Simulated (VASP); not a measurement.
```xyz
2
Lattice="0.0000 2.7795 2.7795 2.7795 0.0000 2.7795 2.7795 2.7795 0.0000" Properties=species:S:1:pos:R:3 pbc="T T T"
Ga     0.0000     0.0000     0.0000
P      1.3898     1.3898     1.3898
```

Level of theory: PBE GGA, VASP's PBE PAW potentials (set 64) (plane waves; VASP 6.6.1). Numerical set-up: 400 eV cut-off, 7×7×7 Γ-centred mesh, Gaussian smearing of 0.050 eV, potentials Ga_d P.

Problem. Give the stress tensor in GPa (positive for a compressed cell).

Solution. 
```
-2.30   0.00   0.00
 0.00  -2.30   0.00
 0.00   0.00  -2.30
```
The pressure is its mean diagonal, -2.30 GPa.

The compound is GaP in the zinc blende structure. The cell was not relaxed at this level.
